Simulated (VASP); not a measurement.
An input for Quantum ESPRESSO's pw.x (written as the equivalent of a VASP run, and not itself run):

```
&CONTROL
  calculation = 'vc-relax'
  pseudo_dir = './pseudo'
  outdir = './out'
  tprnfor = .true.
  tstress = .true.
  nstep = 40
  forc_conv_thr = 0.00078
/
&SYSTEM
  ibrav = 0
  nat = 4
  ntyp = 2
  ecutwfc = 84
  occupations = 'smearing'
  smearing = 'gaussian'
  degauss = 0.003675
  input_dft = 'pbe'
/
&ELECTRONS
  conv_thr = 7.3e-08
  electron_maxstep = 100
/
&IONS
/
&CELL
  press = 50
/
ATOMIC_SPECIES
  Zn 65.380 Zn.upf
  O 15.999 O.upf
CELL_PARAMETERS angstrom
     1.6233245   -2.8116809    0.0000000
     1.6233245    2.8116809   -0.0000000
    -0.0000000   -0.0000000    5.2386681
ATOMIC_POSITIONS crystal
  Zn   0.6666670  0.3333330  0.5013298
  Zn   0.3333330  0.6666670  0.0013298
  O    0.6666670  0.3333330  0.8806702
  O    0.3333330  0.6666670  0.3806702
K_POINTS automatic
  8 8 4 0 0 0
```

**Question.** Write the VASP files for the same calculation (PBE).

**Answer.** Several could match; the one computed here: 
POSCAR:
```
ZnO
1
    1.6233244835    -2.8116809292     0.0000000000
    1.6233244835     2.8116809292    -0.0000000000
   -0.0000000000    -0.0000000000     5.2386681076
Zn O
2 2
Direct
  0.6666670000   0.3333330000   0.5013298065
  0.3333330000   0.6666670000   0.0013298065
  0.6666670000   0.3333330000   0.8806701935
  0.3333330000   0.6666670000   0.3806701935
```

KPOINTS:
```
kpoints
0
Gamma
 8 8 4
```

### INCAR
```
ALGO  =  Normal
EDIFF  =  1E-6
EDIFFG  =  -0.02
ENCUT  =  620
GGA  =  PE
IBRION  =  2
ISIF  =  3
ISMEAR  =  0
LASPH  =  .TRUE.
LCHARG  =  .FALSE.
LMAXMIX  =  4
LREAL  =  .FALSE.
LWAVE  =  .FALSE.
NELM  =  100
NSW  =  40
PREC  =  Accurate
PSTRESS  =  50
SIGMA  =  0.05
SYSTEM  =  ZnO
```

POTCAR, in this order: Zn O (PBE.64 set). Program: vasp_std.

The two are equivalent in intent, not identical: the potentials are each code's own (VASP's PAW set, PseudoDojo norm-conserving files in pw.x), so ENCUT and ecutwfc are chosen apart and not converted; conv_thr bounds pw.x's estimated SCF error, while EDIFF bounds the energy change between steps; forc_conv_thr acts on force components and is met together with etot_conv_thr.

The compound is ZnO in the wurtzite structure. It was relaxed first under an external pressure of 5 GPa.
